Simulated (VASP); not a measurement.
Input for VASP

File KPOINTS:
```
K-points
0
G
 5 5 5
0 0 0
```

### INCAR
```
ALGO  =  Normal
EDIFF  =  1E-6
ENCUT  =  300
GGA  =  PS
ISIF  =  2
ISMEAR  =  0
LASPH  =  T
LCHARG  =  F
LMAXMIX  =  4
LREAL  =  F
LWAVE  =  F
NELM  =  100
PREC  =  Accurate
SIGMA  =  0.1
SYSTEM  =  SrBi3
```

File POSCAR:
```
SrBi3
1
    4.9487000000     0.0000000000     0.0000000000
    0.0000000000     4.9487000000     0.0000000000
    0.0000000000     0.0000000000     4.9487000000
Sr Bi
1 3
Direct
  0.0000000000   0.0000000000   0.0000000000
  0.5000000000   0.5000000000   0.0000000000
  0.0000000000   0.5000000000   0.5000000000
  0.5000000000   0.0000000000   0.5000000000
```

POTCAR, in this order: Sr_sv Bi_d (PBE.64 set). Program: vasp_std.

Translate this PBEsol calculation to Quantum ESPRESSO's pw.x.

One equivalent input (not run):
```
&CONTROL
  calculation = 'scf'
  pseudo_dir = './pseudo'
  outdir = './out'
  tprnfor = .true.
  tstress = .true.
/
&SYSTEM
  ibrav = 0
  nat = 4
  ntyp = 2
  ecutwfc = 68
  occupations = 'smearing'
  smearing = 'gaussian'
  degauss = 0.00735
  input_dft = 'pbesol'
/
&ELECTRONS
  conv_thr = 7.3e-08
  electron_maxstep = 100
/
ATOMIC_SPECIES
  Sr 87.620 Sr.upf
  Bi 208.980 Bi.upf
CELL_PARAMETERS angstrom
     4.9487000    0.0000000    0.0000000
     0.0000000    4.9487000    0.0000000
     0.0000000    0.0000000    4.9487000
ATOMIC_POSITIONS crystal
  Sr   0.0000000  0.0000000  0.0000000
  Bi   0.5000000  0.5000000  0.0000000
  Bi   0.0000000  0.5000000  0.5000000
  Bi   0.5000000  0.0000000  0.5000000
K_POINTS automatic
  5 5 5 0 0 0
```
Limits of the translation: the potentials are each code's own (VASP's PAW set, PseudoDojo norm-conserving files in pw.x), so ENCUT and ecutwfc are chosen apart and not converted; conv_thr bounds pw.x's estimated SCF error, while EDIFF bounds the energy change between steps.

The structure comes from a computed database's SrBi3 entry (Pm-3m); how it stands against other phases isn't given here. The cell was not relaxed at this level, and its volume differs by -5.9 % from the start's.
